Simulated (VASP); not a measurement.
Data:

```
CELL_PARAMETERS angstrom
      2.05065    -3.55183     0.00000
      2.05065     3.55183     0.00000
      0.00000     0.00000     5.67512
ATOMIC_POSITIONS crystal
  Te 0.33333 0.66667 0.24119
  Te 0.66667 0.33333 0.75881
  Pt 0.00000 0.00000 0.00000
```

Computed with RPBE GGA, VASP's PBE PAW potentials (set 64) (plane waves; VASP). Run with 520 eV cut-off, Gaussian smearing of 0.050 eV, potentials Te Pt.

Question: Give the energies of bands 3 to 14 at the high-symmetry points, in eV from the Fermi level.

Answer: 
| band | Γ | M | K | A | L | H |
|---|---|---|---|---|---|---|
| 3 | -6.17 | -6.38 | -6.21 | -5.43 | -6.69 | -5.83 |
| 4 | -5.47 | -4.95 | -5.20 | -5.43 | -5.08 | -5.52 |
| 5 | -5.47 | -4.55 | -5.20 | -4.67 | -5.03 | -5.52 |
| 6 | -3.66 | -3.78 | -4.19 | -3.68 | -4.36 | -4.00 |
| 7 | -3.66 | -3.39 | -4.19 | -3.68 | -3.40 | -4.00 |
| 8 | -2.63 | -3.33 | -3.50 | -2.21 | -3.34 | -3.47 |
| 9 | -0.59 | -3.09 | -2.31 | -1.73 | -3.16 | -3.43 |
| 10 | -0.59 | -3.00 | -1.93 | -0.94 | -2.48 | -2.54 |
| 11 | 0.78 | -2.87 | -1.93 | -0.94 | -1.07 | -2.54 |
| 12 | 1.20 | 0.25 | -0.23 | 1.84 | 0.75 | 1.69 |
| 13 | 1.20 | 1.96 | -0.23 | 1.84 | 1.11 | 1.69 |
| 14 | 3.18 | 3.35 | 2.78 | 3.95 | 3.39 | 5.10 |

It has no gap at this level: it comes out as a metal or semimetal.

The compound is PtTe2 in the 1T layered structure. It was relaxed first, which changed the volume by +13 %.
